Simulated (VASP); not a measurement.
Output of a VASP run:

### OUTCAR
```
 ion  position               nearest neighbor table
   1  0.333  0.667  0.250-   2 3.41   2 3.41   2 3.41   2 3.41   2 3.41   2 3.41
   2  0.667  0.333  0.750-   1 3.41   1 3.41   1 3.41   1 3.41   1 3.41   1 3.41
  LATTYP: Found a hexagonal cell.
 ALAT       =     3.4600000891
 C/A-ratio  =     1.5953756815
 Subroutine PRICEL returns:
 Original cell was already a primitive cell.
 Subroutine GETGRP returns: Found 24 space group operations
The static configuration has the point symmetry D_3d.
 The point group associated with its full space group is D_6h.
The dynamic configuration has the point symmetry D_3d.
 Subroutine INISYM returns: Found 24 space group operations
 Subroutine IBZKPT returns following result:
 Found     64 irreducible k-points:

 Following reciprocal coordinates:
            Coordinates               Weight
  0.000000  0.000000  0.000000      1.000000
  0.090909 -0.000000  0.000000      6.000000
  0.181818 -0.000000  0.000000      6.000000
  0.272727  0.000000  0.000000      6.000000
  0.363636 -0.000000  0.000000      6.000000
  0.454545  0.000000  0.000000      6.000000
  0.090909  0.090909  0.000000      6.000000
  0.181818  0.090909  0.000000     12.000000
  0.272727  0.090909  0.000000     12.000000
  0.363636  0.090909  0.000000     12.000000
  0.454545  0.090909  0.000000      6.000000
  0.181818  0.181818  0.000000      6.000000
  0.272727  0.181818  0.000000     12.000000
  0.363636  0.181818  0.000000     12.000000
  0.272727  0.272727  0.000000      6.000000
  0.363636  0.272727  0.000000      6.000000
  0.000000  0.000000  0.166667      2.000000
  0.090909 -0.000000  0.166667     12.000000
  0.181818 -0.000000  0.166667     12.000000
  0.272727  0.000000  0.166667     12.000000
  0.363636 -0.000000  0.166667     12.000000
  0.454545  0.000000  0.166667     12.000000
  0.090909  0.090909  0.166667     12.000000
  0.181818  0.090909  0.166667     24.000000
  0.272727  0.090909  0.166667     24.000000
  0.363636  0.090909  0.166667     24.000000
  0.454545  0.090909  0.166667     12.000000
  0.181818  0.181818  0.166667     12.000000
  0.272727  0.181818  0.166667     24.000000
  0.363636  0.181818  0.166667     24.000000
  0.272727  0.272727  0.166667     12.000000
  0.363636  0.272727  0.166667     12.000000
  0.000000  0.000000  0.333333      2.000000
  0.090909 -0.000000  0.333333     12.000000
  0.181818 -0.000000  0.333333     12.000000
  0.272727  0.000000  0.333333     12.000000
  0.363636 -0.000000  0.333333     12.000000
  0.454545  0.000000  0.333333     12.000000
  0.090909  0.090909  0.333333     12.000000
  0.181818  0.090909  0.333333     24.000000
   k-points           NKPTS =     64   k-points in BZ     NKDIM =     64   number of bands    NBANDS=     17
   number of dos      NEDOS =    301   number of ions     NIONS =      2
   total plane-waves  NPLWV =  20736
   dimension x,y,z NGX =    24 NGY =   24 NGZ =   36
   dimension x,y,z NGXF=    48 NGYF=   48 NGZF=   72
   ions per type =               2
   PREC   = accura    normal or accurate (medium, high low for compatibility)
   ISTART =      0    job   : 0-new  1-cont  2-samecut
   ICHARG =      2    charge: 1-file 2-atom 10-const
   ISPIN  =      1    spin polarized calculation?
   LNONCOLLINEAR =      F non collinear calculations
   LSORBIT =      F    spin-orbit coupling
   INIWAV =      1    electr: 0-lowe 1-rand  2-diag
   ENCUT  =  400.0 eV  29.40 Ry    5.42 a.u.   5.64  5.64  9.00*2*pi/ulx,y,z
   NELM   =    100;   NELMIN=  2; NELMDL= -5     # of ELM steps
   EDIFF  = 0.1E-05   stopping-criterion for ELM
   LREAL  =      F    real-space projection
   NLSPLINE    = F    spline interpolate recip. space projectors
   LMAXMIX     =    4 max onsite mixed and CHGCAR
   VOSKOWN=      0    Vosko Wilk Nusair interpolation
   EDIFFG = -.1E-01   stopping-criterion for IOM
   NSW    =     60    number of steps for IOM
...
```

File OSZICAR:
```
...
DAV:   1    -0.106364343272E+03   -0.79364E-02   -0.34757E-01  2246   0.471E+00    0.404E-01
DAV:   2    -0.106357999596E+03    0.63437E-02   -0.57899E-03  2232   0.680E-01    0.233E-01
DAV:   3    -0.106356330007E+03    0.16696E-02   -0.43720E-03  2197   0.687E-01    0.652E-02
DAV:   4    -0.106356466051E+03   -0.13604E-03   -0.17373E-03  2234   0.383E-01    0.216E-02
DAV:   5    -0.106356568713E+03   -0.10266E-03   -0.12812E-03  2208   0.304E-01    0.845E-03
DAV:   6    -0.106356858771E+03   -0.29006E-03   -0.39634E-04  2186   0.151E-01    0.608E-03
DAV:   7    -0.106356854789E+03    0.39820E-05   -0.66984E-06  1975   0.194E-02    0.210E-03
DAV:   8    -0.106356860111E+03   -0.53222E-05   -0.44976E-07  1172   0.735E-03    0.979E-04
DAV:   9    -0.106356856386E+03    0.37253E-05   -0.17677E-07  1091   0.474E-03    0.464E-04
DAV:  10    -0.106356857204E+03   -0.81791E-06   -0.29514E-08  1091   0.143E-03
   6 F= -.10635686E+03 E0= -.10635644E+03  d E =-.633097E-03
       N       E                     dE             d eps       ncg     rms          rms(c)
DAV:   1    -0.106385824703E+03   -0.28968E-01   -0.13891E+00  2238   0.942E+00    0.802E-01
DAV:   2    -0.106361036204E+03    0.24788E-01   -0.22436E-02  2220   0.133E+00    0.466E-01
DAV:   3    -0.106354448535E+03    0.65877E-02   -0.17537E-02  2198   0.137E+00    0.126E-01
DAV:   4    -0.106355125478E+03   -0.67694E-03   -0.67151E-03  2234   0.753E-01    0.428E-02
DAV:   5    -0.106355524729E+03   -0.39925E-03   -0.47614E-03  2208   0.590E-01    0.165E-02
DAV:   6    -0.106356634776E+03   -0.11100E-02   -0.15098E-03  2186   0.296E-01    0.120E-02
DAV:   7    -0.106356631451E+03    0.33243E-05   -0.19849E-05  2249   0.337E-02    0.456E-03
DAV:   8    -0.106356643417E+03   -0.11966E-04   -0.16802E-06  1726   0.144E-02    0.200E-03
DAV:   9    -0.106356631260E+03    0.12157E-04   -0.13968E-06  1660   0.138E-02    0.666E-04
DAV:  10    -0.106356638955E+03   -0.76953E-05   -0.28410E-07  1091   0.662E-03    0.262E-04
DAV:  11    -0.106356633033E+03    0.59220E-05   -0.15219E-07  1091   0.506E-03    0.140E-04
DAV:  12    -0.106356635259E+03   -0.22256E-05   -0.33246E-08  1091   0.188E-03    0.111E-04
DAV:  13    -0.106356634372E+03    0.88684E-06   -0.61126E-09  1091   0.737E-04
   7 F= -.10635663E+03 E0= -.10635588E+03  d E =-.410265E-03
       N       E                     dE             d eps       ncg     rms          rms(c)
DAV:   1    -0.106368851313E+03   -0.12216E-01   -0.56144E-01  2214   0.597E+00    0.509E-01
DAV:   2    -0.106358796212E+03    0.10055E-01   -0.90923E-03  2220   0.843E-01    0.296E-01
DAV:   3    -0.106356231881E+03    0.25643E-02   -0.69613E-03  2195   0.860E-01    0.750E-02
DAV:   4    -0.106356290504E+03   -0.58623E-04   -0.26348E-03  2235   0.474E-01    0.255E-02
DAV:   5    -0.106356670167E+03   -0.37966E-03   -0.19069E-03  2207   0.371E-01    0.106E-02
DAV:   6    -0.106356975319E+03   -0.30515E-03   -0.54763E-04  2179   0.179E-01    0.683E-03
DAV:   7    -0.106356996383E+03   -0.21064E-04   -0.12246E-05  2230   0.257E-02    0.206E-03
DAV:   8    -0.106356987354E+03    0.90286E-05   -0.11640E-06  1708   0.114E-02    0.104E-03
DAV:   9    -0.106356993750E+03   -0.63963E-05   -0.23590E-07  1092   0.575E-03    0.540E-04
DAV:  10    -0.106356991755E+03    0.19950E-05   -0.62355E-08  1091   0.217E-03    0.935E-05
DAV:  11    -0.106356994442E+03   -0.26864E-05   -0.38996E-08  1088   0.259E-03    0.562E-05
DAV:  12    -0.106356993672E+03    0.76944E-06   -0.41230E-09  1088   0.738E-04
   8 F= -.10635699E+03 E0= -.10635648E+03  d E =-.769566E-03
```

**OUTCAR**
```
------------------------ aborting loop because EDIFF is reached ----------------------------------------
  FORCE on cell =-STRESS in cart. coord.  units (eV):
  Direction    XX          YY          ZZ          XY          YZ          ZX
  --------------------------------------------------------------------------------------
  Total        0.0089605      0.0089605      0.0059056      0.0000000      0.0000000      0.0000000
  in kB        0.2389375      0.2389375      0.1574775      0.0000000      0.0000000      0.0000000
  external PRESSURE =       0.2117842 kB  Pullay stress =       0.0000000 kB
  volume of cell :       60.08
      direct lattice vectors                 reciprocal lattice vectors
     1.766412765 -3.059516765 -0.000000000     0.283059549 -0.163424501 -0.000000000
     1.766412765  3.059516765 -0.000000000     0.283059549  0.163424501 -0.000000000
     0.000000000 -0.000000000  5.558817520     0.000000000  0.000000000  0.179894374
 POSITION                                       TOTAL-FORCE (eV/Angst)
 -----------------------------------------------------------------------------------
      1.76641      1.01984      1.38970        -0.000000      0.000000      0.000000
      1.76641     -1.01984      4.16911         0.000000     -0.000000      0.000000
 -----------------------------------------------------------------------------------
    total drift:                               -0.000016      0.000471      0.000011
  FREE ENERGIE OF THE ION-ELECTRON SYSTEM (eV)
  ---------------------------------------------------
  free  energy   TOTEN  =      -106.3569936721 eV

  energy  without entropy=     -106.3554475729  energy(sigma->0) =     -106.35647831

 reached required accuracy - stopping structural energy minimisation
```
(Selected blocks of OUTCAR.)

**POSCAR**
```
Tl
1
    1.7300000000    -2.9964480000     0.0000000000
    1.7300000000     2.9964480000     0.0000000000
    0.0000000000     0.0000000000     5.5200000000
Tl
2
Direct
  0.3333330000   0.6666670000   0.2500000000
  0.6666670000   0.3333330000   0.7500000000
```

Write an INCAR and KPOINTS that could have produced this output.

One answer among several that fit: the input of the run itself, r2SCAN meta-GGA, plane waves, VASP's PBE PAW potentials (set 64).

File KPOINTS:
```
Automatic mesh
0
gamma
  11 11 6
```

INCAR:
```
ALGO = Normal
EDIFF = 1E-6
EDIFFG = -0.01
ENCUT = 400
IBRION = 2
ISIF = 3
ISMEAR = 1
LASPH = .TRUE.
LCHARG = .FALSE.
LMAXMIX = 4
LMIXTAU = .TRUE.
LREAL = .FALSE.
LWAVE = .FALSE.
METAGGA = R2SCAN
NELM = 100
NSW = 60
PREC = Accurate
SIGMA = 0.1
SYSTEM = Tl
```

POTCAR, in this order: Tl_d (PBE.64 set). Program: vasp_std.

Energy and stress use the plane-wave basis of the starting cell.

The compound is Tl in the hcp structure. This run relaxes it. Symmetry was kept, so distortions that lower it aren't found.
